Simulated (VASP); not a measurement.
Crystal: PtSe2.

```
Pt Se
1.0
     3.71731    0.00000    0.00000
    -1.85865    3.21928    0.00000
     0.00000    0.00000    5.82007
Pt Se
1 2
Cartesian
  0.0000 0.0000 0.0000
  1.8587 1.0731 4.5083
  0.0000 2.1462 1.3118
```

The cell is a database's computed one.

```yaml
Program: VASP 6.6.1
Task: relaxation of cell and atoms
Functional: PBEsol
Potentials_or_basis: VASP PAW PBE potentials, release 64 (Pt, Se)
Cutoff: 600 eV
k_mesh: 3 × 3 × 2
Occupations: gaussian, width 0.02 eV
Spin: no spin polarisation
```

At the start: pressure -2.2 GPa; volume 23.22 Å³/atom.

Problem. How do energy, volume and symmetry change on relaxing?

Solution. Over 25 steps the energy falls by 7.3 meV/atom and the volume is 21.88 Å³/atom (-5.8 %); space group P-3m1 (No. 164, to 0.05 Å).

Step by step:
```
step  energy change (eV)  largest force (eV/Å)  pressure (GPa)  volume (Å³)
   1              0.0000                0.3495           -2.17        69.65
   2              0.0157                0.4921            4.16        66.53
   3             -0.0114                0.0339            0.16        68.39
   4             -0.0142                0.0071            0.03        68.41
   5             -0.0155                0.0611           -0.14        68.43
   6             -0.0161                0.0739           -0.03        68.21
   7             -0.0174                0.1124            0.32        67.56
   8             -0.0179                0.1902            1.09        66.27
   9             -0.0181                0.1682            0.87        66.64
  10             -0.0182                0.1667            0.86        66.62
  11             -0.0184                0.1620            0.83        66.57
  12             -0.0189                0.1525            0.78        66.45
  13             -0.0198                0.1337            0.68        66.22
  14             -0.0210                0.0965            0.50        65.76
  15             -0.0211                0.0235            0.20        64.84
  16             -0.0214                0.0567            0.33        65.24
  17             -0.0216                0.0445            0.21        65.37
  18             -0.0217                0.0200           -0.02        65.62
  19             -0.0217                0.0179           -0.04        65.65
  20             -0.0217                0.0185           -0.03        65.64
  21             -0.0217                0.0170           -0.02        65.64
  22             -0.0218                0.0123            0.00        65.63
  23             -0.0218                0.0028            0.04        65.61
  24             -0.0218                0.0059            0.02        65.61
  25             -0.0218                0.0008           -0.02        65.63
```

Final structure:
```
Pt Se
1.0
     3.72657    0.00000    0.00000
    -1.86329    3.22731    0.00000
     0.00000    0.00000    5.45681
Pt Se
1 2
Direct
  0.00000 0.00000 0.00000
  0.66667 0.33333 0.76674
  0.33333 0.66667 0.23326
```

Caveat: the k mesh is coarse (spacing up to 0.65 Å⁻¹), so the values aren't converged; the PAW data sets were made with another functional, which shifts forces and pressure a little; this functional lacks dispersion, which binds the layers, so the pressure and a relaxed spacing across them are unreliable.
